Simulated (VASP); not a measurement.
## CeZn2Ni: relaxation of cell and atoms with PBEsol+U

CeZn2Ni:

```
Ce Zn Ni
1.0
     3.86439    0.00000    0.00000
     0.00000    3.86439    0.00000
     0.00000    0.00000    4.91927
Ce Zn Ni
1 2 1
Direct
  0.00000 0.00000 0.00000
  0.00000 0.50000 0.50000
  0.50000 0.00000 0.50000
  0.50000 0.50000 0.00000
```

The cell comes from a database or a generator and needn't be the stable form of this composition.

```
Program                : VASP 6.6.1
Task                   : relaxation of cell and atoms
Functional             : PBEsol
Potentials or basis    : VASP PAW PBE potentials, release 64 (Ce, Zn, Ni)
Cutoff                 : 600 eV
k mesh                 : 5 × 5 × 5
Occupations            : fermi-dirac, width 0.05 eV
Spin                   : collinear spin, ferromagnetic start
Starting moments       : [1.0, 0.0, 0.0, 1.0] μB
Hubbard terms          : Ce f U = 5 eV, Ni d U = 5 eV
Further INCAR settings : ALGO = Normal; EDIFF = 1e-07; IBRION = 2; EDIFFG = -0.02; NSW = 60; ISIF = 3
```

* Relaxed volume: 17.26 Å³/atom
* Relaxed cell: a = 3.795 Å, b = 3.795 Å, c = 4.794 Å, α = 90.00°, β = 90.00°, γ = 90.00°
* Space group after relaxing (to 0.05 Å): P4/mmm (No. 123)
* Energy gained by relaxing: 18.9 meV/atom
* Ionic steps: 6
* Pressure after relaxing: -0.1 GPa
* Band gap on the k mesh: none (metal or under the smearing width)
* Net moment: 0.00 μB per cell
* Valence electrons inside the program's atomic spheres: Ce 9.64; Zn 10.79; Ni 9.46

The path:
| step | energy change (eV) | largest force (eV/Å) | pressure (GPa) | volume (Å³) |
| --- | --- | --- | --- | --- |
| 1 | 0.0000 | 0.0000 | -5.08 | 73.46 |
| 2 | -0.0644 | 0.0000 | 2.26 | 67.45 |
| 3 | -0.0750 | 0.0000 | 0.01 | 68.99 |
| 4 | -0.0750 | 0.0000 | -0.11 | 69.08 |
| 5 | -0.0756 | 0.0000 | -0.09 | 69.07 |
| 6 | -0.0758 | 0.0000 | -0.09 | 69.05 |

Final structure:
```
Ce Zn Ni
1.0
     3.79504    0.00000    0.00000
     0.00000    3.79504    0.00000
     0.00000    0.00000    4.79427
Ce Zn Ni
1 2 1
Direct
  0.00000 0.00000 0.00000
  0.00000 0.50000 0.50000
  0.50000 0.00000 0.50000
  0.50000 0.50000 0.00000
```

Levels at points of the mesh, in eV from the Fermi level:
Spin up:
```tsv
k point	band 19	band 20	band 21	band 22	band 23	band 24	band 25	band 26	band 27	band 28
(0.00, 0.00, 0.00)	-2.33	-2.33	-0.88	-0.41	0.35	0.35	0.37	0.37	0.39	0.57
```
Spin down:
```csv
k point,band 21,band 22,band 23,band 24,band 25,band 26
"(0.00, 0.00, 0.00)",-0.88,-0.41,0.35,0.35,0.37,0.37
```

Eigenvalues of the final occupation matrices:
```csv
site,spin,trace,eigenvalues
site 1 f,1,0.31,0.02 0.03 0.03 0.04 0.06 0.06 0.06
site 1 f,2,0.31,0.02 0.03 0.03 0.04 0.06 0.06 0.06
site 4 d,1,4.34,0.82 0.86 0.86 0.90 0.90
site 4 d,2,4.34,0.82 0.86 0.86 0.90 0.90
```

Run time: 5.2 min on 1 thread of Intel(R) Xeon(R) 6975P-C (Granite Rapids) (shared host), peak memory 0.31 GiB.

Caveat: the magnetic or orbital state may not be the lowest; the PAW data sets were made with another functional, which shifts forces and pressure a little; spin-orbit coupling is left out, which moves the levels of the heavy elements. The state reached can hang on the start; a lower one may exist.
